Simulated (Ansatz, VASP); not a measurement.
# Cross-check of H8C6F5 (amorphous poly(vinylidene fluoride) at 300 K) between VASP and Ansatz, part 2 of 2

One calculation is typed for both programs; each brings its own data sets. How far apart do they land? Of the first pair: The structure shown is the end of the Ansatz relaxation below.

VASP 6.6.1 and Ansatz 0.2.0.

So far. Step 3 (VASP: single point, PBE with D4, pair 1): The run ends at a pressure of 0.32 GPa, with forces up to 0.40 eV/Å.

### Step 6. VASP: single point, PBE with D4, pair 2

Level of this step: PBE with D4; plane waves and PAW (C, F, H) (VASP).

The same cell, functional and mesh now go to VASP, with its own data sets.

Contents of INCAR:

```
SYSTEM = H8C6F5
PREC = Accurate
ENCUT = 600
EDIFF = 1E-06
NELM = 120
ISMEAR = 0
SIGMA = 0.01
LREAL = Auto
ALGO = Normal
GGA = PE
IVDW = 13
NBANDS = 288
LORBIT = 11
LWAVE = .FALSE.
LCHARG = .FALSE.
ISIF = 2
LASPH = .TRUE.
GGA_COMPAT = .FALSE.
EFERMI = MIDGAP
NCORE = 4
```

Contents of POSCAR:

```
H8C6F5
1.0
   11.0622500000      0.1953800000      0.2422400000
    0.1953800000      9.9438500000      0.2715100000
    0.2422400000      0.2715100000      9.7681600000
C F H
36 30 48
Direct
    0.6715400000      0.2622500000      0.2315500000
    0.6461400000      0.1710500000      0.1172000000
    0.5997900000      0.0342800000      0.1658900000
    0.5739300000      0.9490600000      0.0469200000
    0.5174800000      0.8132600000      0.0768200000
    0.5083500000      0.7336000000      0.9484300000
    0.3926900000      0.7546000000      0.8704400000
    0.4008100000      0.6971500000      0.7290000000
    0.4556400000      0.7870700000      0.6125700000
    0.5169600000      0.7192100000      0.4908900000
    0.6226500000      0.6214000000      0.5209200000
    0.6972900000      0.5794800000      0.3971700000
    0.5926500000      0.2048400000      0.7215500000
    0.6642300000      0.1423800000      0.6028900000
    0.7736700000      0.0573200000      0.6478100000
    0.8269800000      0.9674600000      0.5379600000
    0.9426700000      0.8858800000      0.5680200000
    0.0557200000      0.9550500000      0.6065900000
    0.1106500000      0.0562400000      0.5010900000
    0.2070300000      0.1376000000      0.5612400000
    0.2549100000      0.2567800000      0.4733700000
    0.1642400000      0.3730800000      0.4472600000
    0.2160300000      0.5096900000      0.4074400000
    0.3052100000      0.5213400000      0.2865200000
    0.3717100000      0.3739000000      0.9200600000
    0.3271300000      0.2397700000      0.9813700000
    0.1902500000      0.2347400000      0.9969800000
    0.1480300000      0.0987000000      0.0547300000
    0.0126500000      0.0759500000      0.0634800000
    0.9729700000      0.9413800000      0.1296900000
[... 78 atom lines left out ...]
    0.9502300000      0.6917500000      0.2363400000
    0.0167600000      0.4946100000      0.9441000000
    0.9728600000      0.6396800000      0.8430100000
    0.8188300000      0.3892100000      0.6599800000
    0.9039500000      0.5393400000      0.6427100000
    0.9722100000      0.3835600000      0.7071000000
```

Contents of KPOINTS:

```
Automatic mesh
0
Gamma
1 1 1
0 0 0
```

PAW data sets: C, F and H (PBE family, release 64).

Started as:

```sh
mpirun -np 16 vasp_gam
```

Numbers of over 12 decimals in the logs are rounded to 6 here.

Log:

```text
[... set-up lines as in an earlier step ...]
 entering main loop
       N       E                     dE             d eps       ncg     rms          rms(c)
DAV:   1     0.360691161034E+04    0.36069E+04   -0.25514E+05   584   0.153E+03
DAV:   2    -0.340675489797E+03   -0.39476E+04   -0.37611E+04   712   0.359E+02
DAV:   3    -0.669810269906E+03   -0.32913E+03   -0.32644E+03   696   0.105E+02
DAV:   4    -0.676287084838E+03   -0.64768E+01   -0.64536E+01   720   0.162E+01
[...]
DAV:  16    -0.628529129520E+03    0.13505E-04   -0.41950E-05   744   0.328E-02    0.954E-03
DAV:  17    -0.628529130174E+03   -0.65440E-06   -0.47087E-05   712   0.204E-02    0.754E-03
DAV:  18    -0.628529129409E+03    0.76490E-06   -0.45443E-06   672   0.665E-03
   1 F= -.63443021E+03 E0= -.63443021E+03  d E =0.000000E+00
```

Parts of OUTCAR (step 6):

```text
  FREE ENERGIE OF THE ION-ELECTRON SYSTEM (eV)
  ---------------------------------------------------
  free  energy   TOTEN  =      -634.4302061493 eV

  energy  without entropy=     -634.4302061493  energy(sigma->0) =     -634.43020615
```

The run ends at a pressure of 1.29 GPa, with forces up to 0.37 eV/Å.

### Step 7. Side by side

Both answers:

```csv
quantity,Ansatz,VASP,difference
pressure (GPa),0.91,1.29,-0.38
gap on the k mesh (eV),6.610,6.606,+0.004
```

Forces on 7 of the 114 atoms, those with the largest forces and the largest differences (eV/Å; atoms numbered as in POSCAR):

```csv
atom,"Ansatz x, y, z","VASP x, y, z"
C5,"-0.014, -0.007, 0.021","0.098, 0.136, -0.334"
C9,"-0.004, 0.024, 0.004","0.008, -0.363, -0.006"
C17,"0.006, -0.021, 0.007","0.006, 0.364, 0.032"
C19,"-0.007, -0.001, -0.016","0.096, -0.025, 0.358"
C21,"0.022, 0.008, 0.000","-0.347, 0.004, 0.121"
C23,"-0.001, 0.017, 0.012","0.129, -0.292, -0.189"
C29,"-0.017, 0.015, -0.014","0.255, -0.234, 0.113"
```

The forces differ by 130 meV/Å r.m.s., where the r.m.s. force is 0.010 eV/Å in Ansatz and 0.122 eV/Å in VASP: the atoms lie near their places of rest in Ansatz, so a percentage would say little (all taken over all components). A gap on the mesh is an upper bound, since the band edges may lie between its points.

### Step 8. Ansatz: single point, PBE with D4, pair 3

With cell and atoms fixed, the geometry can't cause a difference; cores, projectors, grids and the points listed under the comparison can. The cell compared in this pair holds 1191.96 Å³, against 1072.76 Å³ for the pair before.

The cell is taken from a series of runs on this material, whose earlier steps may have relaxed, scaled, displaced or heated it; both programs get it as it stands.

Contents of input.yaml:

```yaml
crystal:
  lattice:
    - [11.45766, 0.20236, 0.2509]
    - [0.20236, 10.29928, 0.28121]
    - [0.2509, 0.28121, 10.11731]
  atoms:
    - { symbol: C, position: [0.67366, 0.25285, 0.22006] }
    - { symbol: C, position: [0.64607, 0.16729, 0.10826] }
    - { symbol: C, position: [0.59975, 0.03542, 0.15495] }
    - { symbol: F, position: [0.50015, 0.05234, 0.23609] }
    - { symbol: F, position: [0.68086, 0.97014, 0.23591] }
    - { symbol: C, position: [0.57491, 0.9519, 0.04035] }
    - { symbol: C, position: [0.51897, 0.82108, 0.07037] }
    - { symbol: F, position: [0.40965, 0.83739, 0.13123] }
    - { symbol: F, position: [0.58358, 0.74669, 0.16126] }
    - { symbol: C, position: [0.51307, 0.741, 0.94751] }
    - { symbol: C, position: [0.4019, 0.75623, 0.87019] }
    - { symbol: F, position: [0.36339, 0.88568, 0.85788] }
    - { symbol: F, position: [0.31347, 0.69208, 0.94171] }
    - { symbol: C, position: [0.41304, 0.69751, 0.73455] }
    - { symbol: C, position: [0.46289, 0.78446, 0.62025] }
    - { symbol: F, position: [0.37321, 0.86859, 0.5754] }
    - { symbol: F, position: [0.54508, 0.86479, 0.66461] }
    - { symbol: C, position: [0.51392, 0.71761, 0.4988] }
    - { symbol: C, position: [0.6167, 0.62099, 0.51855] }
    - { symbol: F, position: [0.57827, 0.51122, 0.59331] }
    - { symbol: F, position: [0.69855, 0.67401, 0.59433] }
    - { symbol: C, position: [0.67691, 0.57688, 0.39269] }
    - { symbol: H, position: [0.70353, 0.34683, 0.17824] }
    - { symbol: H, position: [0.74404, 0.20844, 0.27892] }
    - { symbol: H, position: [0.5966, 0.26951, 0.28632] }
    - { symbol: H, position: [0.58003, 0.21591, 0.04556] }
    - { symbol: H, position: [0.72426, 0.15092, 0.04348] }
    - { symbol: H, position: [0.65789, 0.93458, 0.98461] }
    - { symbol: H, position: [0.5178, 0.00895, 0.97325] }
    - { symbol: H, position: [0.52224, 0.63782, 0.97973] }
[... 78 atom lines left out ...]
    - { symbol: H, position: [0.96178, 0.70056, 0.23595] }
    - { symbol: H, position: [0.01359, 0.50738, 0.9503] }
    - { symbol: H, position: [0.9687, 0.64969, 0.85754] }
    - { symbol: H, position: [0.82175, 0.39917, 0.68555] }
    - { symbol: H, position: [0.90255, 0.54454, 0.66168] }
    - { symbol: H, position: [0.97001, 0.3977, 0.73083] }
kpoints:
  mp_grid: { grid: [1, 1, 1] }
hamiltonian:
  xc: pbe
  dispersion: d4
scf:
  occupations: { method: fixed }
output:
  forces: true
  stress: true
  populations: true
  dos:
    method: { smearing: { sigma: 0.15 } }
    de: 0.1
    projected: { site_lists: { C: [C], F: [F], H: [H] } }
  eigenvalues: true
  write_density: true
  write_potential: true
  volumetric_format: npy
  elf: true
```

Started as:

```sh
ansatz run input.yaml --threads 4 --pin off --max-ram 8192MiB --backend cpu --events-out ev --progress --plain --runs-dir out
```

Log:

```text
[...]
Crystal: 114 atoms, lattice volume = 1191.960 Å³
Basis set: ecut = 420 eV, 23289 PW (Γ), exchange–correlation on 160×144×144 points (8 copies of the dense FFT grid, shifted against one another)
Bands: 315, of which v1, the nominal top of the filled ones, is band 201 counted from 1 (200 counted from 0)
Symmetry: 1 space group operations
[...]
k-points: 1
[...]
P = ⅓ Tr σ = 0.0054 GPa (0.054 kbar)
--- Band table (eV) ---
  k-point 0: bands = [... 197 lower, -1.7932, -1.7381, -1.6125, -1.5768, 4.8718, 5.7233, 5.7514, 5.8902, ... 110 higher]
--- Löwdin populations: 114 sites ---
  site symbol       q [e]
     0      C      4.4568
     1      C      4.2802
     2      C      3.3786
     3      F      7.2690
     4      F      7.2843
     5      C      4.3244
     6      C      3.3681
     7      F      7.2571
[...]
110      H      0.7682
   111      H      0.7898
   112      H      0.7833
   113      H      0.7967
  spilling = 0.010019 (of n_electrons = 402.000000)
```

### Step 9. VASP: single point, PBE with D4, pair 3

The same cell, functional and mesh now go to VASP, with its own data sets.

INCAR is that of step 6.

Contents of POSCAR:

```
H8C6F5
1.0
   11.4576600000      0.2023600000      0.2509000000
    0.2023600000     10.2992800000      0.2812100000
    0.2509000000      0.2812100000     10.1173100000
C F H
36 30 48
Direct
    0.6736600000      0.2528500000      0.2200600000
    0.6460700000      0.1672900000      0.1082600000
    0.5997500000      0.0354200000      0.1549500000
    0.5749100000      0.9519000000      0.0403500000
    0.5189700000      0.8210800000      0.0703700000
    0.5130700000      0.7410000000      0.9475100000
    0.4019000000      0.7562300000      0.8701900000
    0.4130400000      0.6975100000      0.7345500000
    0.4628900000      0.7844600000      0.6202500000
    0.5139200000      0.7176100000      0.4988000000
    0.6167000000      0.6209900000      0.5185500000
    0.6769100000      0.5768800000      0.3926900000
    0.6003400000      0.2026400000      0.7132300000
    0.6689900000      0.1366600000      0.6013400000
    0.7759600000      0.0573800000      0.6463600000
    0.8299500000      0.9716100000      0.5399600000
    0.9433500000      0.8949100000      0.5676500000
    0.0519500000      0.9642600000      0.6032700000
    0.1031600000      0.0636200000      0.5013800000
    0.2013400000      0.1368800000      0.5571900000
    0.2491700000      0.2531600000      0.4745400000
    0.1643100000      0.3693300000      0.4545200000
    0.2165000000      0.4999500000      0.4123900000
    0.2993000000      0.5078400000      0.2921800000
    0.3611000000      0.3645700000      0.9179300000
    0.3193600000      0.2344100000      0.9779100000
    0.1870700000      0.2269500000      0.9927300000
    0.1477700000      0.0948900000      0.0499400000
    0.0174700000      0.0690700000      0.0554800000
    0.9807800000      0.9399200000      0.1237300000
[... 78 atom lines left out ...]
    0.9617800000      0.7005600000      0.2359500000
    0.0135900000      0.5073800000      0.9503000000
    0.9687000000      0.6496900000      0.8575400000
    0.8217500000      0.3991700000      0.6855500000
    0.9025500000      0.5445400000      0.6616800000
    0.9700100000      0.3977000000      0.7308300000
```

KPOINTS is that of step 6.

Started as:

```sh
mpirun -np 16 vasp_gam
```

Log:

```text
[... set-up lines as in an earlier step ...]
 entering main loop
       N       E                     dE             d eps       ncg     rms          rms(c)
DAV:   1     0.361392864546E+04    0.36139E+04   -0.25055E+05   592   0.150E+03
DAV:   2    -0.327071252146E+03   -0.39410E+04   -0.37698E+04   704   0.353E+02
DAV:   3    -0.670533726813E+03   -0.34346E+03   -0.34078E+03   696   0.106E+02
DAV:   4    -0.677535267675E+03   -0.70015E+01   -0.69728E+01   712   0.167E+01
[...]
DAV:  17    -0.629380221304E+03    0.20101E-06   -0.60256E-05   704   0.219E-02    0.846E-03
DAV:  18    -0.629380220231E+03    0.10732E-05   -0.50644E-06   704   0.630E-03    0.557E-03
DAV:  19    -0.629380219395E+03    0.83663E-06   -0.13192E-06   472   0.443E-03
   1 F= -.63473060E+03 E0= -.63473060E+03  d E =0.000000E+00
```

OUTCAR, selected parts (step 9):

```text
  FREE ENERGIE OF THE ION-ELECTRON SYSTEM (eV)
  ---------------------------------------------------
  free  energy   TOTEN  =      -634.7306010298 eV

  energy  without entropy=     -634.7306010298  energy(sigma->0) =     -634.73060103
```

The run ends at a pressure of 0.34 GPa, with forces up to 0.40 eV/Å.

### Step 10. Side by side

Both answers:

```csv
quantity,Ansatz,VASP,difference
pressure (GPa),0.01,0.34,-0.34
gap on the k mesh (eV),6.449,6.448,0.000
```

Forces on 7 of the 114 atoms, those with the largest forces and the largest differences (eV/Å; atoms numbered as in POSCAR):

```csv
atom,"Ansatz x, y, z","VASP x, y, z"
C5,"0.010, -0.014, 0.007","0.137, 0.118, -0.349"
C7,"0.003, -0.002, -0.003","0.334, -0.140, -0.139"
C9,"0.004, -0.003, 0.001","-0.001, -0.390, -0.013"
C19,"-0.002, -0.002, 0.004","0.119, -0.045, 0.372"
C21,"-0.002, -0.007, 0.003","-0.366, -0.003, 0.131"
C29,"0.002, -0.001, 0.001","0.280, -0.239, 0.144"
C35,"0.002, 0.000, -0.004","0.336, 0.113, -0.164"
```

The forces differ by 130 meV/Å r.m.s., where the r.m.s. force is 0.003 eV/Å in Ansatz and 0.130 eV/Å in VASP: the atoms lie near their places of rest in Ansatz, so a percentage would say little (all taken over all components). A gap on the mesh is an upper bound, since the band edges may lie between its points.

### Step 11. Results

| Property | Result |
| --- | --- |
| r.m.s. force difference (single point, PBE with D4, pair 1) | 130 meV/Å |
| r.m.s. force difference (single point, PBE with D4, pair 2) | 130 meV/Å |
| r.m.s. force difference (single point, PBE with D4, pair 3) | 130 meV/Å |

The r.m.s. force difference is 130 meV/Å (single point, PBE with D4, pair 1), beyond the 12 meV/Å picked in this series as the mark of a large difference. What causes the difference of the single point, PBE with D4, pair 1 pair stays open here. What causes the difference of the single point, PBE with D4, pair 2 pair stays open here. What causes the difference of the single point, PBE with D4, pair 3 pair stays open here. 2 further runs of this series are not shown here. How closely two codes agree says nothing of how well the functional describes the real material.

[Lines on the potential files, build, host, timing and source positions are cut from VASP's logs without a mark.]

[Logs are printed without paths, hosts, clocks, repeated set-up lines and the standing remarks that a program may print on its own settings, such as how far it seeks lower states.]

[Hosts, paths, dates, database ids (printed as entryN), source tags and the programs' standing remarks are cut or masked in the printed files.]
